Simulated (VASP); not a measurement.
OSZICAR of a VASP run on PbF2 (fluorite):

### OSZICAR
```
       N       E                     dE             d eps       ncg     rms          rms(c)
DAV:   1     0.310828526607E+03    0.31083E+03   -0.14909E+04   576   0.175E+03
DAV:   2     0.100502861935E+02   -0.30078E+03   -0.28954E+03   656   0.455E+02
DAV:   3    -0.157754401229E+02   -0.25826E+02   -0.25574E+02   674   0.152E+02
DAV:   4    -0.165043851902E+02   -0.72895E+00   -0.72838E+00   630   0.264E+01
DAV:   5    -0.165303981079E+02   -0.26013E-01   -0.26012E-01   630   0.514E+00    0.711E+00
DAV:   6    -0.149601485845E+02    0.15702E+01   -0.83715E+00   752   0.251E+01    0.259E+00
DAV:   7    -0.149445609051E+02    0.15588E-01   -0.36796E-01   582   0.431E+00    0.147E+00
DAV:   8    -0.149365676968E+02    0.79932E-02   -0.87901E-02   586   0.368E+00    0.460E-01
DAV:   9    -0.149344333779E+02    0.21343E-02   -0.16852E-02   642   0.103E+00    0.937E-02
DAV:  10    -0.149356979398E+02   -0.12646E-02   -0.15947E-03   576   0.390E-01    0.231E-02
DAV:  11    -0.149357126191E+02   -0.14679E-04   -0.83848E-05   644   0.957E-02    0.104E-02
DAV:  12    -0.149357290935E+02   -0.16474E-04   -0.39116E-05   580   0.613E-02    0.842E-03
DAV:  13    -0.149357280536E+02    0.10399E-05   -0.96495E-06   606   0.369E-02    0.108E-03
DAV:  14    -0.149357281519E+02   -0.98309E-07   -0.59902E-07   430   0.631E-03
   1 F= -.14935728E+02 E0= -.14935728E+02  d E =-.149357E+02
       N       E                     dE             d eps       ncg     rms          rms(c)
DAV:   1    -0.149460006814E+02   -0.10273E-01   -0.26371E-01   728   0.764E+00    0.718E-01
DAV:   2    -0.149368750732E+02    0.91256E-02   -0.42320E-02   604   0.215E+00    0.150E-01
DAV:   3    -0.149360852053E+02    0.78987E-03   -0.22968E-03   734   0.810E-01    0.647E-02
DAV:   4    -0.149359696888E+02    0.11552E-03   -0.68546E-04   676   0.406E-01    0.221E-02
DAV:   5    -0.149359720060E+02   -0.23173E-05   -0.95281E-05   612   0.129E-01    0.137E-02
DAV:   6    -0.149359660243E+02    0.59817E-05   -0.23786E-05   736   0.690E-02    0.311E-03
DAV:   7    -0.149359660369E+02   -0.12570E-07   -0.18163E-06   528   0.136E-02
   2 F= -.14935966E+02 E0= -.14935966E+02  d E =-.237885E-03
```

Question: Which electronic solver shows in the log?

Answer: It is blocked Davidson (ALGO = Normal, or the opening steps of other solvers). The INCAR had ALGO = Normal.

Question: Can the final energy be trusted as converged?

Answer: Self-consistency was reached. It stopped with EDIFF = 1E-6, NELM = 100, NSW = 60 and EDIFFG = -0.02 after 2 ionic steps (PBEsol GGA, plane waves, VASP's PBE PAW potentials (set 64)).

The compound is PbF2 in the fluorite structure, the β form. This run relaxes it. Symmetry was kept, so distortions that lower it aren't found. The start is the result of an earlier pass.
